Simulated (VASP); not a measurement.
```
CELL_PARAMETERS angstrom
      0.00000     2.83044     2.83044
      2.83044     0.00000     2.83044
      2.83044     2.83044     0.00000
ATOMIC_POSITIONS crystal
  Na 0.00000 0.00000 0.00000
  Cl 0.50000 0.50000 0.50000
```

These are revTPSS meta-GGA, VASP's PBE PAW potentials (set 64) (plane waves; VASP 6.6.1) values and carry that method's errors. Settings: 520 eV cut-off, 9×9×9 Γ-centred mesh, tetrahedra with Blöchl corrections, potentials Na_pv Cl.

### Question
Tabulate the total density of states (states/eV per cell) against energy (eV; zero at the valence-band maximum or, without a gap, the Fermi level).

### Answer

```
E (eV) | DOS (states/eV)
    -9.93 |  0.00
    -9.69 |  0.00
    -9.45 |  0.00
    -9.21 |  0.00
    -8.97 |  0.00
    -8.73 |  0.00
    -8.49 |  0.00
    -8.25 |  0.00
    -8.01 |  0.00
    -7.77 |  0.00
    -7.53 |  0.00
    -7.29 |  0.00
    -7.05 |  0.00
    -6.81 |  0.00
    -6.57 |  0.00
    -6.33 |  0.00
    -6.09 |  0.00
    -5.85 |  0.00
    -5.61 |  0.00
    -5.37 |  0.00
    -5.25 |  0.00
    -5.01 |  0.00
    -4.77 |  0.00
    -4.53 |  0.00
    -4.29 |  0.00
    -4.05 |  0.00
    -3.81 |  0.00
    -3.57 |  0.00
    -3.33 |  0.00
    -3.09 |  0.00
    -2.85 |  0.00
    -2.61 |  0.00
    -2.37 |  0.00
    -2.13 |  0.00
    -1.89 | # 0.14
    -1.65 | ######### 1.97
    -1.41 | ###################### 4.61
    -1.17 | #### 0.80
    -0.93 | ########### 2.37
    -0.69 | ############### 3.10
    -0.45 | ############################## 6.36
    -0.21 | ##################### 4.42
     0.03 |  0.11
     0.27 |  0.00
     0.51 |  0.00
     0.75 |  0.00
     0.99 |  0.00
     1.23 |  0.00
     1.47 |  0.00
     1.71 |  0.00
     1.95 |  0.00
     2.19 |  0.00
     2.43 |  0.00
     2.67 |  0.00
     2.91 |  0.00
     3.15 |  0.00
     3.39 |  0.00
     3.63 |  0.00
     3.87 |  0.00
     4.11 |  0.00
     4.23 |  0.00
     4.47 |  0.00
     4.71 |  0.00
     4.95 |  0.00
     5.19 |  0.00
     5.43 |  0.00
     5.67 |  0.03
     5.91 |  0.07
     6.15 |  0.09
     6.39 | # 0.13
     6.63 | # 0.17
     6.87 | # 0.21
     7.11 | # 0.28
     7.35 | ## 0.39
     7.59 | ### 0.69
     7.83 | #### 0.79
     8.07 | ###### 1.17
     8.31 | ####### 1.43
     8.55 | ####### 1.58
     8.79 | ####### 1.42
```
Within 2 eV below the valence-band maximum the largest weight inside VASP's projection spheres is Cl p.

The compound is NaCl in the rock salt structure. It was relaxed first.
